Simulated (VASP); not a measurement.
Input of a VASP 6.6.1 run:

Contents of INCAR:

```
SYSTEM = AlIn7As8
PREC = Accurate
ENCUT = 600
EDIFF = 1E-7
ISMEAR = 0
SIGMA = 0.03
LREAL = .FALSE.
LASPH = .TRUE.
NELM = 80
ALGO = Normal
ISIF = 3
LWAVE = .FALSE.
LCHARG = .FALSE.
GGA = PE
IBRION = 2
NSW = 90
EDIFFG = -0.005
KPAR = 4
```

Contents of KPOINTS:

```
regular mesh
0
G
  6 6 6
  0 0 0
```

POSCAR

```
AlIn7As8                                
1.0
   -6.1288968409      0.0000000000      6.1288968409
   -6.1288968409     -6.1288968409      0.0000000000
    0.0000000000     -6.1288968409      6.1288968409
  Al              In              As            
     1     7     8
Direct
     0.0000000000000000    0.5000000000000000    0.0000000000000000
     0.0005553465886349    0.9994446534113649    0.0005553465886349
     0.0005553465886349    0.5005553465886351    0.4994446534113650
     0.0005553465886349    0.9994446534113649    0.4994446534113650
     0.4994446534113650    0.5005553465886351    0.0005553465886349
     0.4994446534113650    0.9994446534113649    0.0005553465886349
     0.4994446534113650    0.5005553465886351    0.4994446534113650
     0.5000000000000000    0.0000000000000000    0.5000000000000000
     0.1195913316552759    0.1412260050341724    0.1195913316552759
     0.1195913316552759    0.6195913316552759    0.1195913316552759
     0.1251839044557916    0.1249386985147361    0.6249386985147360
     0.1195913316552759    0.6195913316552759    0.6412260050341724
     0.6249386985147360    0.1249386985147361    0.1251839044557916
     0.6412260050341724    0.6195913316552759    0.1195913316552759
     0.6249386985147360    0.1249386985147361    0.6249386985147360
     0.6249386985147360    0.6251839044557916    0.6249386985147360
```

Potentials or basis: VASP PAW PBE potentials, release 64 (Al, In_d, As).

Command:

```bash
$ cat potpaw_PBE.64/Al/POTCAR potpaw_PBE.64/In_d/POTCAR potpaw_PBE.64/As/POTCAR > POTCAR
$ mpirun -np 4 vasp_std > vasp.out
```

What does it give for the relaxed volume?

28.80 Å³/atom.

What does it give for the band gap on the k mesh?

None (metal or under the smearing width).

What does it give for the relaxed cell?

a = 8.670 Å, b = 8.670 Å, c = 8.670 Å, α = 60.00°, β = 60.00°, γ = 60.00°.

Final structure:
```xyz
16
Lattice="-6.1303 0.0000 6.1303 -6.1303 -6.1303 0.0000 0.0000 -6.1303 6.1303" Properties=species:S:1:pos:R:3 pbc="T T T"
Al   -9.1955   -3.0652    6.1303
In   -6.1303   -6.1303    0.0067
In   -3.0718   -6.1303    3.0652
In   -6.1303   -9.1888    3.0652
In   -6.1303   -3.0718    3.0652
In   -9.1888   -6.1303    3.0652
In   -6.1303   -6.1303    6.1236
In   -9.1955   -9.1955    6.1303
As   -1.5988   -1.5988    1.4663
As   -4.5315   -4.5315    1.4663
As   -1.5331   -4.5972    4.5983
As   -4.5315   -7.7291    4.6640
As   -4.5972   -1.5331    4.5983
As   -7.7291   -4.5315    4.6640
As   -4.5972   -4.5972    7.6623
As   -7.6634   -7.6634    7.6623
```
